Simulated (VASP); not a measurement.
## CoO: relaxation of cell and atoms with PBE

Crystal: CoO.

```
Co O
1.0
     0.00000    2.12171    2.12171
     2.12171    0.00000    2.12171
     2.12171    2.12171    0.00000
Co O
1 1
Direct
  0.00000 0.00000 0.00000
  0.50000 0.50000 0.50000
```

* Program: VASP 6.6.1
* Task: relaxation of cell and atoms
* Functional: PBE
* Potentials or basis: VASP PAW PBE potentials, release 64 (Co, O)
* Cutoff: 520 eV
* k mesh: 12 × 12 × 12
* Occupations: gaussian, width 0.02 eV
* Spin: collinear spin, ferromagnetic start
* Starting moments: [3.0, 0.0] μB
* Further INCAR settings: ALGO = Normal; EDIFF = 1e-07; IBRION = 2; EDIFFG = -0.002; NSW = 80; ISIF = 3

- Pressure after relaxing: 0.0 GPa
- Band gap on the k mesh: none (metal or under the smearing width)
- Net moment: 2.91 μB per cell
- Site moments: Co +2.56; O +0.30 μB
- Valence electrons inside the program's atomic spheres: Co 7.81; O 4.99

Final structure:
```xyz
2
Lattice="0.0000 2.1217 2.1217 2.1217 0.0000 2.1217 2.1217 2.1217 0.0000" Properties=species:S:1:pos:R:3 pbc="T T T"
Co    0.0000    0.0000    0.0000
O     2.1217    2.1217    2.1217
```

Levels at points of the mesh, in eV from the Fermi level:
Spin up:
| k point | band 7 | band 8 | band 9 | band 10 | band 11 | band 12 |
| --- | --- | --- | --- | --- | --- | --- |
| (0.00, 0.00, 0.00) | -3.09 | -3.09 | -3.09 | 1.07 | 16.90 | 18.23 |
| (0.50, 0.00, 0.00) | -1.80 | 0.13 | 0.13 | 5.10 | 9.46 | 13.53 |
| (0.50, 0.50, 0.00) | -2.40 | -2.07 | -2.07 | 5.95 | 9.90 | 11.74 |
Spin down:
```tsv
k point	band 4	band 5	band 6	band 7	band 8	band 9
(0.00, 0.00, 0.00)	-2.59	-1.12	-1.12	-1.12	0.05	0.05
(0.50, 0.00, 0.00)	-4.69	-0.13	-0.13	0.18	2.73	2.74
(0.50, 0.50, 0.00)	-3.86	-2.26	0.13	0.13	0.53	1.01
```

It took 18 s on 1 thread of Intel(R) Xeon(R) 6975P-C (Granite Rapids) (shared host), peak memory 0.17 GiB.

Caveat: the relaxation stopped at its first step, so nothing moved; a cell with one magnetic atom can't hold antiferromagnetic order, which such compounds often take; semilocal functionals often make such compounds metallic where correlation or magnetic order opens a gap, which also shifts bond lengths. With open d or f shells a metallic result of PBE can be an artefact of self-interaction; +U or a hybrid may open a gap.
